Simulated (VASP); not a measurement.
An input for Quantum ESPRESSO's pw.x (written as the equivalent of a VASP run, and not itself run):

```
&CONTROL
  calculation = 'scf'
  pseudo_dir = './pseudo'
  outdir = './out'
  tprnfor = .true.
  tstress = .true.
/
&SYSTEM
  ibrav = 0
  nat = 2
  ntyp = 2
  ecutwfc = 84
  occupations = 'smearing'
  smearing = 'methfessel-paxton'
  degauss = 0.00735
  input_dft = 'pbe'
/
&ELECTRONS
  conv_thr = 7.3e-08
  electron_maxstep = 100
/
ATOMIC_SPECIES
  Ti 47.867 Ti.upf
  Al 26.982 Al.upf
CELL_PARAMETERS angstrom
     2.8293100    0.0000000    0.0000000
     0.0000000    2.7842810    0.0000000
     0.0000000    0.0000000    3.9676390
ATOMIC_POSITIONS crystal
  Ti   0.0000000  0.0000000  0.0000000
  Al   0.5242410  0.5000000  0.5000000
K_POINTS automatic
  12 12 8 0 0 0
HUBBARD {ortho-atomic}
U Ti-3d 5
```

Task: Write the VASP files for the same calculation (PBE+U).

Result: One answer among several that fit: 
**POSCAR**
```
TiAl
1.0
  2.8293100000   0.0000000000   0.0000000000
  0.0000000000   2.7842810000   0.0000000000
  0.0000000000   0.0000000000   3.9676390000
Ti Al
1 1
Cartesian
  0.0000000000   0.0000000000   0.0000000000
  1.4832403037   1.3921405000   1.9838195000
```

INCAR:
```
LORBIT=10
NELM=100   ! most electronic steps
LDAUL=2 -1
LCHARG=F
LDAUJ=0 0
LREAL=F   ! projection in real space or not
SIGMA=0.1
LDAU=T
LDAUU=5.0 0
ISIF=2
EDIFF=1E-6
GGA=PE   ! PBE
LWAVE=F
LDAUTYPE=2
ENCUT=400
PREC=Accurate
LASPH=T   ! aspherical one-centre terms
ISMEAR=1
SYSTEM=TiAl
LMAXMIX=4   ! l cut-off of mixed one-centre charges
ALGO=Normal
LDAUPRINT=1
```

KPOINTS:
```
K-points
0
gamma
 12 12 8
```

POTCAR, in this order: Ti_sv Al (PBE.64 set). Program: vasp_std.

Limits of the translation: the potentials are each code's own (VASP's PAW set, PseudoDojo norm-conserving files in pw.x), so ENCUT and ecutwfc are chosen apart and not converted; conv_thr bounds pw.x's estimated SCF error, while EDIFF bounds the energy change between steps; the +U projectors differ (PAW spheres against orthogonalised atomic orbitals), so the same U acts differently.

The compound is TiAl in the L1_0 structure. The cell was not relaxed at this level, atoms are displaced from their ideal sites. The run is one of a series of settings (LDAU = .TRUE., LDAUJ = 0 0, LDAUL = 2 -1, LDAUTYPE = 2, LDAUU = 5.0 0 against the base run), some of them coarse on purpose.
